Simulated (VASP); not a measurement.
An input for Quantum ESPRESSO's pw.x (written as the equivalent of a VASP run, and not itself run):

```
&CONTROL
  calculation = 'vc-relax'
  pseudo_dir = './pseudo'
  outdir = './out'
  tprnfor = .true.
  tstress = .true.
  nstep = 60
  forc_conv_thr = 0.00039
/
&SYSTEM
  ibrav = 0
  nat = 1
  ntyp = 1
  ecutwfc = 74
  occupations = 'smearing'
  smearing = 'methfessel-paxton'
  degauss = 0.00735
  input_dft = 'vdw-df2-b86r'
/
&ELECTRONS
  conv_thr = 7.3e-08
  electron_maxstep = 100
/
&IONS
/
&CELL
/
ATOMIC_SPECIES
  Li 6.940 Li.upf
CELL_PARAMETERS angstrom
    -1.7450000    1.7450000    1.7450000
     1.7450000   -1.7450000    1.7450000
     1.7450000    1.7450000   -1.7450000
ATOMIC_POSITIONS crystal
  Li   0.0000000  0.0000000  0.0000000
K_POINTS automatic
  13 13 13 0 0 0
```

Q: Translate this input to VASP (INCAR, KPOINTS, POSCAR, choice of POTCAR).

A: One answer among several that fit: 
**KPOINTS**
```
Automatic mesh
0
Gamma
13 13 13
0 0 0
```

### POSCAR
```
Li
1.0
 -1.7450000000   1.7450000000   1.7450000000
  1.7450000000  -1.7450000000   1.7450000000
  1.7450000000   1.7450000000  -1.7450000000
Li
1
Cartesian
  0.0000000000   0.0000000000   0.0000000000
```

INCAR:
```
EDIFFG = -0.01
SIGMA = 0.1   # width (eV)
LREAL = .FALSE.
LCHARG = .FALSE.
LUSE_VDW = .TRUE.
ISMEAR = 1   # Methfessel-Paxton
GGA = MK
ISIF = 3   # ions, shape and volume
PARAM1 = 0.1234568
EDIFF = 1E-6   # SCF stop (eV)
IBRION = 2   # conjugate gradients
NSW = 60   # most ionic steps
ZAB_VDW = -1.8867
ALGO = Normal   # blocked Davidson
LWAVE = .FALSE.
AGGAC = 0.0
NELM = 100
PARAM2 = 0.7114
PREC = Accurate
ENCUT = 520   # plane-wave cut-off (eV)
SYSTEM = Li
LASPH = .TRUE.   # aspherical one-centre terms
```

POTCAR, in this order: Li_sv (PBE.64 set). Program: vasp_std.

The two are equivalent in intent, not identical: the potentials are each code's own (VASP's PAW set, PseudoDojo norm-conserving files in pw.x), so ENCUT and ecutwfc are chosen apart and not converted; conv_thr bounds pw.x's estimated SCF error, while EDIFF bounds the energy change between steps; forc_conv_thr acts on force components and is met together with etot_conv_thr.

The compound is Li in the bcc structure. This run relaxes it. Symmetry was kept, so distortions that lower it aren't found.
